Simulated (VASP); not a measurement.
Calculation: PBEsol GGA, VASP's PBE PAW potentials (set 64) (plane waves; VASP).

Input for VASP

POSCAR:
```
HgPPd5
1.0
  4.0180250000   0.0000000000   0.0000000000
  0.0000000000   4.0180250000   0.0000000000
  0.0000000000   0.0000000000   7.1805390000
Hg P Pd
1 1 5
Cartesian
  2.0394892196   2.0117126128   0.0310271090
  0.0316379289  -0.0382837422   3.5514156035
 -0.0070877961   2.0106237280   2.1740374320
  0.0318950825   2.0161967287   5.0200727868
  2.0075861011   0.0090043940   2.1746621388
  1.9637213222  -0.0082530233   4.9895842182
 -0.0402083762   0.0260408200   0.0105482118
```

### KPOINTS
```
Automatic mesh
0
Gamma
5 5 3
0 0 0
```

INCAR:
```
# general
SYSTEM =HgPPd5
PREC   =Accurate
ENCUT  =300
LREAL  =.FALSE.
LASPH  =.TRUE.

# electronic loop
EDIFF  =1E-6
NELM   =100
ALGO   =Normal
LMAXMIX=6

# smearing
ISMEAR =0
SIGMA  =0.1

# functional
GGA    =PS

# ions
ISIF   =2

# output
LWAVE  =.FALSE.
LCHARG =.FALSE.
```

POTCAR, in this order: Hg P Pd (PBE.64 set). Program: vasp_std.

What will the output report for the number of irreducible k-points (NKPTS), largest plane-wave count, number of space-group operations, FFT grid (NGX, NGY, NGZ)?

| Item | Value |
|---|---|
| number of irreducible k-points (NKPTS) | 38 |
| largest plane-wave count | 1378 |
| number of space-group operations | 1 |
| FFT grid (NGX, NGY, NGZ) | 24 × 24 × 42 |

The structure comes from a computed database's HgPPd5 entry (P4/mmm); how it stands against other phases isn't given here. The cell was not relaxed at this level, atoms are displaced from their ideal sites. The k-mesh is coarse (spacing up to 0.31 per Å, 2π included), so the numbers may not be converged in it. The electron count is odd and the run is not spin-polarised, which forces a metal.
